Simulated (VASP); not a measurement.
Input:

```xyz
8
Lattice="4.6061 0.0000 0.0000 0.0000 4.6061 0.0000 0.0000 0.0000 4.6061" Properties=species:S:1:pos:R:3 pbc="T T T"
Zr     0.0000     0.0000     0.0000
Zr     2.3031     2.3031     0.0000
Zr     2.3031     0.0000     2.3031
C      2.3031     2.3031     2.3031
C      0.0000     0.0000     2.3031
C      0.0000     2.3031     0.0000
C      2.3031     0.0000     0.0000
Ta     0.0000     2.3031     2.3031
```

Calculation: PBEsol GGA, VASP's PBE PAW potentials (set 64) (plane waves; VASP). Numerical set-up: 520 eV cut-off, 8×8×8 Γ-centred mesh, tetrahedra with Blöchl corrections, potentials Zr_sv C Ta_pv.

Unless said otherwise, spin-orbit coupling is left out, though it shifts the bands of the heavy elements here.

What does the run give for the energy per atom (σ→0), band gap (on the k-mesh) with the smallest direct gap where there is one?

```yaml
band gap (on the k-mesh): none (metal, semimetal or under 0.01 eV)
energy per atom (σ→0): -10.668 eV/atom
```

The absolute energy has meaning only against runs of the same code, potentials and settings.

The structure was generated: TaZr3C4 was put into an ordered model structure (Pm-3m), which need not be its known phase. It was relaxed first. The electron count is odd and the run is not spin-polarised, which forces a metal.
